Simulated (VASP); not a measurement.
The system is LaTl.

```
CELL_PARAMETERS angstrom
3.93600 0.00000 0.00000
0.00000 3.93600 0.00000
0.00000 0.00000 3.93600
ATOMIC_POSITIONS crystal
La 0.00000 0.00000 0.00000
Tl 0.50000 0.50000 0.50000
```

| Quantity | Value |
| --- | --- |
| Program | VASP 6.6.1 |
| Task | relaxation of cell and atoms |
| Functional | r2SCAN |
| Potentials or basis | VASP PAW PBE potentials, release 64 (La, Tl_d) |
| Cutoff | 600 eV |
| k mesh | 5 × 5 × 5 |
| Occupations | gaussian, width 0.1 eV |
| Spin | no spin polarisation |

At the start: pressure 1.8 GPa; volume 30.49 Å³/atom.

Where does the relaxation end?

Over 3 steps the energy falls by 5.3 meV/atom and the volume is 31.49 Å³/atom (+3.3 %); space group Pm-3m (No. 221, to 0.05 Å).

The path:
```tsv
step	energy change (eV)	largest force (eV/Å)	pressure (GPa)	volume (Å³)
1	0.0000	0.0000	1.76	60.98
2	-0.0082	0.0000	-0.77	63.97
3	-0.0106	0.0000	0.00	62.98
```

Final structure:
```yaml
crystal:
  lattice:
    - [3.97853, 0.00000, 0.00000]
    - [0.00000, 3.97853, 0.00000]
    - [0.00000, 0.00000, 3.97853]
  atoms:
    - { symbol: La, position: [0.00000, 0.00000, 0.00000] }
    - { symbol: Tl, position: [0.50000, 0.50000, 0.50000] }
```

Caveat: the PAW data sets were made with another functional, which shifts forces and pressure a little.
